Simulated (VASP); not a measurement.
Level of theory: PBE GGA, VASP's PBE PAW potentials (set 64) (plane waves; VASP).

A VASP calculation is set up with these files.

**INCAR**
```
SYSTEM = Pt16Cl
PREC = Normal
ENCUT = 400
EDIFF = 1E-5
NELM = 100
ALGO = Normal
LREAL = .FALSE.
LASPH = .TRUE.
ISMEAR = 1
SIGMA = 0.1
GGA = PE
LMAXMIX = 6
LWAVE = .TRUE.
LCHARG = .FALSE.
NELMIN = 4
LDIPOL = .TRUE.
IDIPOL = 3
DIPOL = 0.5 0.5 0.5
IBRION = 2
ISIF = 2
NSW = 50
EDIFFG = -0.03
```

**KPOINTS**
```
Automatic mesh
0
Gamma
5 5 1
0 0 0
```

File POSCAR:
```
Pt16Cl
1
    5.6097938055     0.0000000000     0.0000000000
    0.0000000000     5.6097938055     0.0000000000
    0.0000000000     0.0000000000    20.1169541758
Pt Cl
16 1
Direct
  0.2500000000   0.2500000000   0.3521130000
  0.7500000000   0.2500000000   0.3521130000
  0.2500000000   0.7500000000   0.3521130000
  0.7500000000   0.7500000000   0.3521130000
  0.0000000000   0.0000000000   0.4507040000
  0.5000000000   0.0000000000   0.4507040000
  0.0000000000   0.5000000000   0.4507040000
  0.5000000000   0.5000000000   0.4507040000
  0.2500000000   0.2500000000   0.5492960000
  0.7500000000   0.2500000000   0.5492960000
  0.2500000000   0.7500000000   0.5492960000
  0.7500000000   0.7500000000   0.5492960000
  0.0000000000   0.0000000000   0.6478870000
  0.5000000000   0.0000000000   0.6478870000
  0.0000000000   0.5000000000   0.6478870000
  0.5000000000   0.5000000000   0.6478870000
  0.0000000000   0.0000000000   0.7676060000
```

POTCAR, in this order: Pt Cl (PBE.64 set). Program: vasp_std.

The resulting files:

File OSZICAR:
```
...
DAV:   1    -0.933634270313E+02    0.33013E-03   -0.84111E-01  1200   0.233E+00    0.191E-01
DAV:   2    -0.933648031504E+02   -0.13761E-02   -0.12680E-02  1304   0.409E-01    0.224E-01
DAV:   3    -0.933667196406E+02   -0.19165E-02   -0.83774E-03  1392   0.409E-01    0.537E-01
DAV:   4    -0.933645690840E+02    0.21506E-02   -0.67617E-03  1448   0.374E-01    0.169E-01
DAV:   5    -0.933643985436E+02    0.17054E-03   -0.43284E-04  1364   0.107E-01    0.657E-02
DAV:   6    -0.933644156978E+02   -0.17154E-04   -0.30395E-04  1316   0.935E-02    0.786E-02
DAV:   7    -0.933643922450E+02    0.23453E-04   -0.15709E-04  1292   0.629E-02    0.344E-02
DAV:   8    -0.933643856291E+02    0.66159E-05   -0.41427E-05   840   0.309E-02
   6 F= -.93364386E+02 E0= -.93360441E+02  d E =-.408828E-01
       N       E                     dE             d eps       ncg     rms          rms(c)
DAV:   1    -0.933640062967E+02    0.38595E-03   -0.11939E+01  1200   0.893E+00    0.806E-01
DAV:   2    -0.933846421783E+02   -0.20636E-01   -0.17860E-01  1304   0.152E+00    0.103E+00
DAV:   3    -0.934129998981E+02   -0.28358E-01   -0.13591E-01  1388   0.164E+00    0.207E+00
DAV:   4    -0.933804401525E+02    0.32560E-01   -0.97068E-02  1388   0.151E+00    0.587E-01
DAV:   5    -0.933778227750E+02    0.26174E-02   -0.11451E-02  1324   0.537E-01    0.358E-01
DAV:   6    -0.933779209666E+02   -0.98192E-04   -0.53744E-03  1352   0.312E-01    0.269E-01
DAV:   7    -0.933774215665E+02    0.49940E-03   -0.23437E-03  1288   0.256E-01    0.111E-01
DAV:   8    -0.933773622146E+02    0.59352E-04   -0.39134E-04  1372   0.104E-01    0.557E-02
DAV:   9    -0.933773353502E+02    0.26864E-04   -0.17376E-04  1356   0.700E-02    0.528E-02
DAV:  10    -0.933773277827E+02    0.75675E-05   -0.42611E-05   968   0.360E-02
   7 F= -.93377328E+02 E0= -.93373107E+02  d E =-.129422E-01
       N       E                     dE             d eps       ncg     rms          rms(c)
DAV:   1    -0.933772862159E+02    0.49134E-04   -0.28004E-01  1208   0.137E+00    0.131E-01
DAV:   2    -0.933779939606E+02   -0.70774E-03   -0.47698E-03  1296   0.254E-01    0.232E-01
DAV:   3    -0.933782921240E+02   -0.29816E-03   -0.40210E-03  1412   0.285E-01    0.285E-01
DAV:   4    -0.933776690392E+02    0.62308E-03   -0.17752E-03  1432   0.207E-01    0.891E-02
DAV:   5    -0.933776171694E+02    0.51870E-04   -0.25007E-04  1388   0.756E-02    0.467E-02
DAV:   6    -0.933776288406E+02   -0.11671E-04   -0.11095E-04  1312   0.436E-02    0.414E-02
DAV:   7    -0.933776196620E+02    0.91786E-05   -0.42368E-05   816   0.346E-02
   8 F= -.93377620E+02 E0= -.93373364E+02  d E =-.132340E-01
       N       E                     dE             d eps       ncg     rms          rms(c)
DAV:   1    -0.933776132374E+02    0.15603E-04   -0.63804E-03  1208   0.207E-01    0.208E-02
DAV:   2    -0.933776410847E+02   -0.27847E-04   -0.15373E-04  1320   0.495E-02    0.540E-02
DAV:   3    -0.933776331616E+02    0.79231E-05   -0.10930E-04   780   0.479E-02    0.401E-02
DAV:   4    -0.933776219609E+02    0.11201E-04   -0.35738E-05   752   0.305E-02    0.113E-02
DAV:   5    -0.933776229616E+02   -0.10007E-05   -0.69767E-06   648   0.141E-02
   9 F= -.93377623E+02 E0= -.93373362E+02  d E =-.132373E-01
       N       E                     dE             d eps       ncg     rms          rms(c)
DAV:   1    -0.933780624213E+02   -0.44046E-03   -0.74840E-01  1208   0.220E+00    0.209E-01
DAV:   2    -0.933872256185E+02   -0.91632E-02   -0.28610E-02  1296   0.734E-01    0.104E+00
DAV:   3    -0.933790982038E+02    0.81274E-02   -0.15671E-02  1324   0.574E-01    0.172E-01
DAV:   4    -0.933792950834E+02   -0.19688E-03   -0.20049E-03  1340   0.233E-01    0.262E-01
DAV:   5    -0.933789274237E+02    0.36766E-03   -0.52119E-04  1312   0.126E-01    0.131E-01
DAV:   6    -0.933789075850E+02    0.19839E-04   -0.30502E-04  1324   0.847E-02    0.104E-01
DAV:   7    -0.933788557627E+02    0.51822E-04   -0.15534E-04  1292   0.673E-02    0.511E-02
DAV:   8    -0.933788494453E+02    0.63174E-05   -0.46096E-05   988   0.352E-02
  10 F= -.93378849E+02 E0= -.93374798E+02  d E =-.122648E-02
       N       E                     dE             d eps       ncg     rms          rms(c)
DAV:   1    -0.933788822322E+02   -0.26469E-04   -0.11738E-01  1204   0.873E-01    0.897E-02
DAV:   2    -0.933792874054E+02   -0.40517E-03   -0.23330E-03  1308   0.197E-01    0.191E-01
DAV:   3    -0.933792354720E+02    0.51933E-04   -0.16328E-03  1332   0.188E-01    0.154E-01
DAV:   4    -0.933791408987E+02    0.94573E-04   -0.13640E-03  1400   0.173E-01    0.141E-01
DAV:   5    -0.933790458836E+02    0.95015E-04   -0.12156E-04  1316   0.560E-02    0.758E-02
DAV:   6    -0.933790255038E+02    0.20380E-04   -0.66333E-05  1096   0.401E-02    0.470E-02
DAV:   7    -0.933790128544E+02    0.12649E-04   -0.41367E-05   772   0.349E-02    0.157E-02
DAV:   8    -0.933790118998E+02    0.95464E-06   -0.10219E-05   636   0.153E-02
  11 F= -.93379012E+02 E0= -.93375067E+02  d E =-.138894E-02
       N       E                     dE             d eps       ncg     rms          rms(c)
DAV:   1    -0.933783252754E+02    0.68758E-03   -0.47013E-01  1200   0.175E+00    0.165E-01
DAV:   2    -0.933835632088E+02   -0.52379E-02   -0.16857E-02  1300   0.560E-01    0.788E-01
DAV:   3    -0.933789796056E+02    0.45836E-02   -0.87583E-03  1324   0.429E-01    0.135E-01
DAV:   4    -0.933791076904E+02   -0.12808E-03   -0.11811E-03  1372   0.177E-01    0.207E-01
DAV:   5    -0.933788808814E+02    0.22681E-03   -0.32335E-04  1336   0.100E-01    0.105E-01
DAV:   6    -0.933788689624E+02    0.11919E-04   -0.18828E-04  1316   0.670E-02    0.835E-02
DAV:   7    -0.933788357528E+02    0.33210E-04   -0.97259E-05  1160   0.540E-02    0.405E-02
DAV:   8    -0.933788312945E+02    0.44583E-05   -0.28794E-05   800   0.279E-02
  12 F= -.93378831E+02 E0= -.93375049E+02  d E =-.120833E-02
       N       E                     dE             d eps       ncg     rms          rms(c)
DAV:   1    -0.933787691200E+02    0.66633E-04   -0.27652E-01  1200   0.134E+00    0.124E-01
DAV:   2    -0.933842303144E+02   -0.54612E-02   -0.14869E-02  1280   0.541E-01    0.816E-01
DAV:   3    -0.933791377891E+02    0.50925E-02   -0.88247E-03  1324   0.434E-01    0.119E-01
DAV:   4    -0.933791460342E+02   -0.82451E-05   -0.63212E-04  1388   0.120E-01    0.129E-01
DAV:   5    -0.933790553633E+02    0.90671E-04   -0.16443E-04  1312   0.697E-02    0.643E-02
DAV:   6    -0.933790599755E+02   -0.46122E-05   -0.96547E-05  1264   0.495E-02
  13 F= -.93379060E+02 E0= -.93375189E+02  d E =-.143701E-02
       N       E                     dE             d eps       ncg     rms          rms(c)
DAV:   1    -0.933789022527E+02    0.15311E-03   -0.25007E-01  1200   0.129E+00    0.163E-01
DAV:   2    -0.933825575209E+02   -0.36553E-02   -0.10740E-02  1296   0.455E-01    0.641E-01
DAV:   3    -0.933794206936E+02    0.31368E-02   -0.10971E-02  1328   0.477E-01    0.185E-01
DAV:   4    -0.933792406372E+02    0.18006E-03   -0.88655E-04  1340   0.136E-01    0.808E-02
DAV:   5    -0.933791840196E+02    0.56618E-04   -0.16251E-04  1384   0.753E-02    0.368E-02
DAV:   6    -0.933791933521E+02   -0.93325E-05   -0.75060E-05  1260   0.440E-02
  14 F= -.93379193E+02 E0= -.93375364E+02  d E =-.133377E-03
       N       E                     dE             d eps       ncg     rms          rms(c)
DAV:   1    -0.933791923137E+02   -0.82941E-05   -0.16622E-02  1200   0.333E-01    0.473E-02
DAV:   2    -0.933794164778E+02   -0.22416E-03   -0.72457E-04  1284   0.121E-01    0.160E-01
DAV:   3    -0.933792755908E+02    0.14089E-03   -0.93398E-04  1380   0.140E-01    0.896E-02
DAV:   4    -0.933792164591E+02    0.59132E-04   -0.21518E-04  1184   0.740E-02    0.359E-02
DAV:   5    -0.933792079360E+02    0.85231E-05   -0.16747E-05   708   0.232E-02
  15 F= -.93379208E+02 E0= -.93375368E+02  d E =-.147961E-03
```

OUTCAR:
```
------------------------ aborting loop because EDIFF is reached ----------------------------------------
  FORCE on cell =-STRESS in cart. coord.  units (eV):
  Direction    XX          YY          ZZ          XY          YZ          ZX
  --------------------------------------------------------------------------------------
  Total      -11.1374792    -11.1374792     -0.4133664      0.0000000     -0.0000000      0.0000000
  in kB      -28.1865203    -28.1865203     -1.0461398      0.0000000     -0.0000000      0.0000000
  external PRESSURE =     -19.1397268 kB  Pullay stress =       0.0000000 kB
  volume of cell :      633.08
      direct lattice vectors                 reciprocal lattice vectors
     5.609793805  0.000000000  0.000000000     0.178259671  0.000000000  0.000000000
     0.000000000  5.609793805  0.000000000     0.000000000  0.178259671  0.000000000
     0.000000000  0.000000000 20.116954176     0.000000000  0.000000000  0.049709314
 POSITION                                       TOTAL-FORCE (eV/Angst)
 -----------------------------------------------------------------------------------
      1.40019      1.40019      7.14665        -0.001474     -0.001474     -0.004043
      4.20960      1.40019      7.14665         0.001474     -0.001474     -0.004043
      1.40019      4.20960      7.14665        -0.001474      0.001474     -0.004043
      4.20960      4.20960      7.14665         0.001474      0.001474     -0.004043
      0.00000      0.00000      9.06617         0.000000     -0.000000     -0.005256
      2.80490      0.00000      9.08450         0.000000     -0.000000      0.009220
      0.00000      2.80490      9.08450         0.000000     -0.000000      0.009220
      2.80490      2.80490      9.06360         0.000000     -0.000000      0.022342
      1.39172      1.39172     11.03656        -0.000654     -0.000654      0.005570
      4.21807      1.39172     11.03656         0.000654     -0.000654      0.005570
      1.39172      4.21807     11.03656        -0.000654      0.000654      0.005570
      4.21807      4.21807     11.03656         0.000654      0.000654      0.005570
      0.00000      0.00000     13.12918         0.000000     -0.000000      0.003793
      2.80490      0.00000     12.93585        -0.000000     -0.000000     -0.002000
      0.00000      2.80490     12.93585        -0.000000     -0.000000     -0.002000
      2.80490      2.80490     12.95851        -0.000000     -0.000000     -0.012328
      0.00000      0.00000     15.38650        -0.000000     -0.000000     -0.029098
 -----------------------------------------------------------------------------------
    total drift:                                0.000000      0.000000     -0.001222
  FREE ENERGIE OF THE ION-ELECTRON SYSTEM (eV)
  ---------------------------------------------------
  free  energy   TOTEN  =       -93.3792079360 eV

  energy  without entropy=      -93.3676891576  energy(sigma->0) =      -93.37536834

 reached required accuracy - stopping structural energy minimisation
```
(Selected blocks of OUTCAR.)

### CONTCAR
```
Pt16Cl
   1.00000000000000
     5.6097938054999998    0.0000000000000000    0.0000000000000000
     0.0000000000000000    5.6097938054999998    0.0000000000000000
     0.0000000000000000    0.0000000000000000   20.1169541758000001
  Pt              Cl
    16     1
Direct
     0.2495972318465007    0.2495972318465007    0.3552552492835281
     0.7504027681534992    0.2495972318465007    0.3552552492835281
     0.2495972318465007    0.7504027681534992    0.3552552492835281
     0.7504027681534992    0.7504027681534992    0.3552552492835281
     0.0000000000000000    0.0000000000000000    0.4506732280840974
     0.5000000000000000    0.0000000000000000    0.4515841995752169
     0.0000000000000000    0.5000000000000000    0.4515841995752169
     0.5000000000000000    0.5000000000000000    0.4505455816459260
     0.2480877077796073    0.2480877077796073    0.5486199158385617
     0.7519122922203926    0.2480877077796073    0.5486199158385617
     0.2480877077796073    0.7519122922203926    0.5486199158385617
     0.7519122922203926    0.7519122922203926    0.5486199158385617
     0.0000000000000000    0.0000000000000000    0.6526426724973933
     0.5000000000000000    0.0000000000000000    0.6430321785391659
     0.0000000000000000    0.5000000000000000    0.6430321785391659
     0.5000000000000000    0.5000000000000000    0.6441587846685525
     0.0000000000000000    0.0000000000000000    0.7648523163869069
```

The cell is a thin slab with vacuum, built from Pt (fcc): (100) face, Cl adsorbed.
